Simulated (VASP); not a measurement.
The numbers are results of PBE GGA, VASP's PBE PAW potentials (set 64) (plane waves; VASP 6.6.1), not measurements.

The input files of a VASP run:

File POSCAR:
```
MgH2
9.0183840
  0.5000000205   0.0000000000   0.0000000000
  0.0000000000   0.5000000205   0.0000000000
  0.0000000000   0.0000000000   0.3334238137
Mg H
2 4
Cart
  0.0000000000   0.0000000000   0.0000000000
  0.2500000102   0.2500000102   0.1667119069
  0.1521331198   0.1521331198   0.0000000000
  0.4021331300   0.0978668905   0.1667119069
  0.0978668905   0.4021331300   0.1667119069
  0.3478669007   0.3478669007   0.0000000000
```

File KPOINTS:
```
Automatic mesh
0
Gamma
6 6 8
0 0 0
```

**INCAR**
```
SYSTEM  =  MgH2
PREC  =  Accurate; ENCUT  =  520; LREAL  =  .FALSE.
LASPH  =  .TRUE.
EDIFF  =  1E-7; NELM  =  100; ALGO  =  Normal
ISMEAR  =  -5
GGA  =  PE
ISIF  =  2
LWAVE  =  .FALSE.; LCHARG  =  .TRUE.; LORBIT  =  11
NEDOS  =  601
LEFG  =  .TRUE.
```

POTCAR, in this order: Mg H (PBE.64 set). Program: vasp_std.

The run wrote:

**OSZICAR**
```
       N       E                     dE             d eps       ncg     rms          rms(c)
DAV:   1     0.247463269993E+01    0.24746E+01   -0.32060E+03   800   0.761E+02
DAV:   2    -0.181613634255E+02   -0.20636E+02   -0.20337E+02  1048   0.818E+01
DAV:   3    -0.188971980867E+02   -0.73583E+00   -0.73583E+00  1032   0.219E+01
DAV:   4    -0.188986152210E+02   -0.14171E-02   -0.14171E-02  1088   0.986E-01
DAV:   5    -0.188986202513E+02   -0.50303E-05   -0.50303E-05  1064   0.463E-02    0.654E+00
DAV:   6    -0.179703788206E+02    0.92824E+00   -0.73079E-01   856   0.513E+00    0.336E+00
DAV:   7    -0.176447979531E+02    0.32558E+00   -0.98382E-01   880   0.645E+00    0.496E-01
DAV:   8    -0.176536331632E+02   -0.88352E-02   -0.19047E-02   920   0.109E+00    0.953E-02
DAV:   9    -0.176534796187E+02    0.15354E-03   -0.79995E-04  1040   0.206E-01    0.191E-02
DAV:  10    -0.176534998129E+02   -0.20194E-04   -0.40377E-05   944   0.549E-02    0.100E-02
DAV:  11    -0.176534984650E+02    0.13479E-05   -0.63477E-06   936   0.134E-02    0.187E-03
DAV:  12    -0.176534984530E+02    0.11980E-07   -0.20980E-07   872   0.370E-03
   1 F= -.17653498E+02 E0= -.17653498E+02  d E =0.000000E+00
```

File OUTCAR:
```
------------------------ aborting loop because EDIFF is reached ----------------------------------------
  FORCE on cell =-STRESS in cart. coord.  units (eV):
  Direction    XX          YY          ZZ          XY          YZ          ZX
  --------------------------------------------------------------------------------------
  Total       -0.0047230     -0.0047230      0.0097630      0.0000000      0.0000000      0.0000000
  in kB       -0.1237670     -0.1237670      0.2558425      0.0000000      0.0000000      0.0000000
  external PRESSURE =       0.0027695 kB  Pullay stress =       0.0000000 kB
  volume of cell :       61.14
      direct lattice vectors                 reciprocal lattice vectors
     4.509192184  0.000000000  0.000000000     0.221769213  0.000000000  0.000000000
     0.000000000  4.509192184  0.000000000     0.000000000  0.221769213  0.000000000
     0.000000000  0.000000000  3.006943987     0.000000000  0.000000000  0.332563561
 POSITION                                       TOTAL-FORCE (eV/Angst)
 -----------------------------------------------------------------------------------
      0.00000      0.00000      0.00000        -0.000000      0.000000      0.000000
      2.25460      2.25460      1.50347        -0.000000      0.000000      0.000000
      1.37199      1.37199      0.00000         0.002321      0.002321      0.000000
      3.62659      0.88260      1.50347         0.002321     -0.002321      0.000000
      0.88260      3.62659      1.50347        -0.002321      0.002321      0.000000
      3.13720      3.13720      0.00000        -0.002321     -0.002321      0.000000
 -----------------------------------------------------------------------------------
    total drift:                                0.000000     -0.000000     -0.000000
  FREE ENERGIE OF THE ION-ELECTRON SYSTEM (eV)
  ---------------------------------------------------
  free  energy   TOTEN  =       -17.6534984530 eV

  energy  without entropy=      -17.6534984530  energy(sigma->0) =      -17.65349845

 total charge

# of ion       s       p       d       tot
------------------------------------------
    1        0.151   0.149   0.040   0.340
    2        0.151   0.149   0.040   0.340
    3        0.572   0.002   0.000   0.574
    4        0.572   0.002   0.000   0.574
    5        0.572   0.002   0.000   0.574
    6        0.572   0.002   0.000   0.574
--------------------------------------------------
tot          2.589   0.308   0.079   2.975

 Electric field gradients after diagonalization (V/A^2)
 (convention: |V_zz| > |V_xx| > |V_yy|)
----------------------------------------------------------------------
 ion       V_xx      V_yy      V_zz     asymmetry (V_yy - V_xx)/ V_zz
----------------------------------------------------------------------
   1       5.404     0.313    -5.716       0.891
   2       5.404     0.313    -5.716       0.891
   3       4.247     1.041    -5.288       0.606
   4       4.247     1.041    -5.288       0.606
   5       4.247     1.041    -5.288       0.606
   6       4.247     1.041    -5.288       0.606
```
(Selected blocks of OUTCAR.)

The compound is MgH2 in the rutile structure. It was relaxed first.
